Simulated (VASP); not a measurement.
Input of a VASP 6.6.1 run:

The input INCAR:

```
  ALGO = Fast
  EDIFF = 1E-6
  ENCUT = 520
  GGA = PE
  ISIF = 2
  ISMEAR = 0
  LASPH = True
  LCHARG = True
  LELF = True
  LREAL = Auto
  LVHAR = True
  LWAVE = False
  NBANDS = 56
  NELM = 100
  PREC = Accurate
  SIGMA = 0.05
```

File KPOINTS:

```
k-points
0
Gamma
  2 2 1
```

POSCAR

```
PdC18
1.0
    7.3980000000      0.0000000000      0.0000000000
   -3.6990000000      6.4068560000      0.0000000000
    0.0000000000      0.0000000000     11.0000000000
C Pd
18 1
Direct
   -0.0013619961     -0.0037553521      0.0983212727
    0.2232416457      0.1086011610      0.0928876364
   -0.0015460585      0.3314185616      0.0917819091
    0.2207998726      0.4410609510      0.0876946364
   -0.0018625633      0.6628396206      0.0892290909
    0.2208028543      0.7740782687      0.0880310000
    0.3320475832     -0.0032527655      0.0892371818
    0.5541496910      0.1073323640      0.0896424545
    0.3318326181      0.3309785642      0.0888908182
    0.5540715220      0.4408110624      0.0885539091
    0.3312379660      0.6636492220      0.0863820000
    0.5538209269      0.7740817025      0.0876991818
    0.6634688548     -0.0035653993      0.0917870000
    0.8864968273      0.1083859228      0.0989094545
    0.6647006626      0.3301861319      0.0899513636
    0.8875474370      0.4407309919      0.0896383636
    0.6639099958      0.6630532979      0.0888850909
    0.8862783847      0.7716376020      0.0928718182
    0.9826127456      1.0124282487      0.2868786364
```

Potentials or basis: VASP PAW PBE potentials, release 64 (C, Pd).

Command:

```console
$ cat potpaw_PBE.64/C/POTCAR potpaw_PBE.64/Pd/POTCAR > POTCAR
$ mpirun -np 1 vasp_std > vasp.out
```

Q: Predict the largest force.

A: 0.135 eV/Å.

Q: What does it give for the band gap on the k mesh?

A: 0.04 eV, direct.

Forces on the atoms (eV/Å):
```
C    0.036 -0.017 -0.027
C    0.015 -0.008 -0.010
C    0.045 -0.002  0.009
C    0.002 -0.001  0.000
C    0.003  0.002 -0.009
C   -0.024  0.018 -0.003
C   -0.004  0.005 -0.010
C   -0.036  0.009  0.001
C    0.016 -0.009 -0.015
C    0.002 -0.008 -0.007
C    0.031 -0.023  0.002
C    0.002  0.001 -0.002
C    0.026 -0.029  0.008
C    0.002 -0.005  0.041
C   -0.009  0.005  0.003
C   -0.024  0.023  0.001
C    0.013 -0.015 -0.014
C    0.016 -0.010 -0.009
Pd  -0.111  0.065  0.040
```

Caveat: the k mesh is coarse (spacing up to 0.49 Å⁻¹), so the values aren't converged. PBE gaps usually lie below the measured ones, often by a third to a half.
